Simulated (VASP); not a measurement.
Output of a VASP run:

### OSZICAR
```
       N       E                     dE             d eps       ncg     rms          rms(c)
DAV:   1     0.103253439713E+03    0.10325E+03   -0.13067E+04   600   0.145E+03
DAV:   2    -0.275077664594E+02   -0.13076E+03   -0.12664E+03   775   0.323E+02
DAV:   3    -0.312077556411E+02   -0.37000E+01   -0.36973E+01   789   0.530E+01
DAV:   4    -0.312272965928E+02   -0.19541E-01   -0.19539E-01   740   0.418E+00
DAV:   5    -0.312274672374E+02   -0.17064E-03   -0.17064E-03   789   0.356E-01    0.479E+01
DAV:   6    -0.250809194184E+02    0.61465E+01   -0.33339E+01   670   0.406E+01    0.435E+01
DAV:   7    -0.249811833946E+02    0.99736E-01   -0.82503E-01   719   0.849E+00    0.298E+01
DAV:   8    -0.249484183880E+02    0.32765E-01   -0.24652E-01   761   0.534E+00    0.680E+00
DAV:   9    -0.249362727476E+02    0.12146E-01   -0.47719E-02   733   0.199E+00    0.164E+00
DAV:  10    -0.249361773475E+02    0.95400E-04   -0.37644E-03   813   0.489E-01    0.159E-01
DAV:  11    -0.249361623049E+02    0.15043E-04   -0.22175E-04   719   0.128E-01    0.171E-01
DAV:  12    -0.249361632925E+02   -0.98759E-06   -0.20588E-05   790   0.377E-02    0.233E-02
DAV:  13    -0.249361636197E+02   -0.32714E-06   -0.13410E-06   503   0.997E-03
   1 F= -.24936164E+02 E0= -.24936164E+02  d E =-.249362E+02
```

**OUTCAR**
```
------------------------ aborting loop because EDIFF is reached ----------------------------------------
  FORCE on cell =-STRESS in cart. coord.  units (eV):
  Direction    XX          YY          ZZ          XY          YZ          ZX
  --------------------------------------------------------------------------------------
  Total       -0.0059256     -0.0059256     -0.0059256      0.0000000     -0.0000000      0.0000000
  in kB       -0.2924146     -0.2924146     -0.2924146      0.0000000     -0.0000000      0.0000000
  external PRESSURE =      -0.2924146 kB  Pullay stress =       0.0000000 kB
  volume of cell :       32.47
      direct lattice vectors                 reciprocal lattice vectors
     0.000000000  2.532038318  2.532038318    -0.197469365  0.197469365  0.197469365
     2.532038318  0.000000000  2.532038318     0.197469365 -0.197469365  0.197469365
     2.532038318  2.532038318  0.000000000     0.197469365  0.197469365 -0.197469365
 POSITION                                       TOTAL-FORCE (eV/Angst)
 -----------------------------------------------------------------------------------
      0.00000      0.00000      0.00000        -0.000000      0.000000      0.000000
      1.26602      1.26602      1.26602         0.000000     -0.000000      0.000000
      3.79806      3.79806      3.79806        -0.000000      0.000000     -0.000000
 -----------------------------------------------------------------------------------
    total drift:                                0.000000      0.000000      0.000000
  FREE ENERGIE OF THE ION-ELECTRON SYSTEM (eV)
  ---------------------------------------------------
  free  energy   TOTEN  =       -24.9361636197 eV

  energy  without entropy=      -24.9361636197  energy(sigma->0) =      -24.93616362

 reached required accuracy - stopping structural energy minimisation
```
(Selected blocks of OUTCAR.)

### POSCAR
```
HfO2
1
    0.0000000000     2.5320383183     2.5320383183
    2.5320383183     0.0000000000     2.5320383183
    2.5320383183     2.5320383183    -0.0000000000
Hf O
1 2
Direct
  0.0000000000   0.0000000000   0.0000000000
  0.2500000000   0.2500000000   0.2500000000
  0.7500000000   0.7500000000   0.7500000000
```

Question: Reconstruct the remaining input files.

Answer: Several could match; the one computed here: the input of the run itself, optB88-vdW, plane waves, VASP's PBE PAW potentials (set 64).

### KPOINTS
```
Automatic mesh
0
Gamma
7 7 7
0 0 0
```

INCAR:
```
SYSTEM = HfO2
PREC = Accurate
ENCUT = 520
EDIFF = 1E-6
NELM = 100
ALGO = Normal
LREAL = .FALSE.
LASPH = .TRUE.
ISMEAR = 0
SIGMA = 0.05
GGA = BO
PARAM1 = 0.1833333333
PARAM2 = 0.22
LUSE_VDW = .TRUE.
AGGAC = 0.0
LMAXMIX = 6
LWAVE = .FALSE.
LCHARG = .FALSE.
IBRION = 2
ISIF = 3
NSW = 60
EDIFFG = -0.02
```

POTCAR, in this order: Hf_pv O (PBE.64 set). Program: vasp_std.

The compound is HfO2 in the fluorite structure, the high-temperature cubic form, which is unstable at 0 K; the monoclinic form is the stable one. It was relaxed first. The start is the result of an earlier pass.
